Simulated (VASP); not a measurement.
A convergence study with VASP on CdSe (zinc blende): a few settings are varied, all else stays as given below, so the limit is that of these other settings. The cell's lengths are 1 % over those of the tabulated start and one atom is moved, so it is off equilibrium.

```
CELL_PARAMETERS angstrom
      0.00000     3.05525     3.05525
      3.05525     0.00000     3.05525
      3.05525     3.05525     0.00000
ATOMIC_POSITIONS crystal
  Cd 0.00000 0.00000 0.00000
  Se 0.24008 0.25992 0.25992
```

The numbers are results of PBEsol GGA, VASP's PBE PAW potentials (set 64) (plane waves; VASP 6.6.1), not measurements. The last row used: 900 eV cut-off, 6×6×6 Γ-centred mesh, Gaussian smearing of 0.050 eV, potentials Cd Se_GW.

Gaps are read on the run's mesh, which can miss a band edge. Energies of different potentials or hybrids have different zeros.

```
setting                          E (eV/atom)  pressure (GPa)  gap on the mesh (eV)  plane waves
-------------------------------  -----------  --------------  --------------------  -----------
ENCUT = 300, POTCAR Cd Se            -3.0811           -0.34                 0.421          692
ENCUT = 400, POTCAR Cd Se            -3.0811           -0.69                 0.426         1056
ENCUT = 520, POTCAR Cd Se            -3.0819           -0.31                 0.427         1572
ENCUT = 700, POTCAR Cd Se            -3.0821           -0.33                 0.427         2424
ENCUT = 900, POTCAR Cd Se            -3.0821           -0.32                 0.427         3515
ENCUT = 300, POTCAR Cd_sv_GW Se      -2.8135          -46.53                 0.392          692
ENCUT = 400, POTCAR Cd_sv_GW Se      -3.1143           -0.81                 0.422         1056
ENCUT = 520, POTCAR Cd_sv_GW Se      -3.1189           -1.55                 0.425         1572
ENCUT = 700, POTCAR Cd_sv_GW Se      -3.1192           -0.56                 0.425         2424
ENCUT = 900, POTCAR Cd_sv_GW Se      -3.1189               ?                 0.425         3515
ENCUT = 300, POTCAR Cd Se_GW         -3.0829           -0.36                 0.415          692
ENCUT = 400, POTCAR Cd Se_GW         -3.0829           -0.71                 0.420         1056
ENCUT = 520, POTCAR Cd Se_GW               ?           -0.33                 0.421         1572
ENCUT = 700, POTCAR Cd Se_GW         -3.0838           -0.35                 0.421         2424
ENCUT = 900, POTCAR Cd Se_GW         -3.0839           -0.34                 0.421         3515
```

Some entries are withheld; supply them.

- ENCUT = 900, POTCAR Cd_sv_GW Se, pressure (GPa): -0.61
- ENCUT = 520, POTCAR Cd Se_GW, E (eV/atom): -3.0837

Left out are rungs that failed or repeat a setting and relaxations that didn't move; long series are thinned to 24 rows.

The compound is CdSe in the zinc blende structure, whereas wurtzite is the usual form. The cell was not relaxed at this level, it is distorted from the ideal structure.
